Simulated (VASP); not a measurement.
Crystal: CrCo.

```xyz
2
Lattice="0.0000 2.3251 2.3251 2.3251 0.0000 2.3251 2.3251 2.3251 0.0000" Properties=species:S:1:pos:R:3 pbc="T T T"
Cr    3.4876    3.4876    3.4876
Co    0.0000    0.0000    0.0000
```

The cell was built by a generator and needn't be a form met in nature.

- Program: VASP 6.6.1
- Task: relaxation of cell and atoms
- Functional: r2SCAN
- Potentials or basis: VASP PAW PBE potentials, release 64 (Cr_pv, Co)
- Cutoff: 600 eV
- k mesh: 10 × 10 × 10
- Occupations: methfessel-paxton, width 0.1 eV
- Spin: collinear spin, ferromagnetic start
- Starting moments: [3.0, 2.0] μB

At the start: pressure 44.1 GPa; volume 12.57 Å³/atom.

Question: Where does the relaxation end?

Answer: Over 8 steps the energy falls by 365.8 meV/atom and the volume is 16.62 Å³/atom (+32.2 %); space group F-43m (No. 216, to 0.05 Å); moment 1.54 μB per cell.

The path:
```
step  energy change (eV)  largest force (eV/Å)  pressure (GPa)  volume (Å³)
   1              0.0000                0.0000           44.07        25.14
   2              0.3794                0.0000            2.68        39.93
   3             -0.5087                0.0000           -6.85        41.79
   4             -0.5649                0.0000           -6.37        40.43
   5             -0.7015                0.0000           -3.03        35.89
   6             -0.7315                0.0000           -0.26        33.39
   7             -0.7317                0.0000            0.10        33.18
   8             -0.7317                0.0000            0.00        33.24
```

Final structure:
```cif
data_structure
_symmetry_space_group_name_H-M 'P 1'
_symmetry_Int_Tables_number 1
_cell_length_a 3.6089
_cell_length_b 3.6089
_cell_length_c 3.6089
_cell_angle_alpha 60.000
_cell_angle_beta 60.000
_cell_angle_gamma 60.000
_cell_volume 33.24
loop_
_atom_site_label
_atom_site_type_symbol
_atom_site_fract_x
_atom_site_fract_y
_atom_site_fract_z
_atom_site_occupancy
Cr1 Cr 0.75000 0.75000 0.75000 1
Co1 Co 0.00000 0.00000 0.00000 1
```

Caveat: the volume moved by over 15 % at a fixed basis, so the end points are rough; the PAW data sets were made with another functional, which shifts forces and pressure a little.
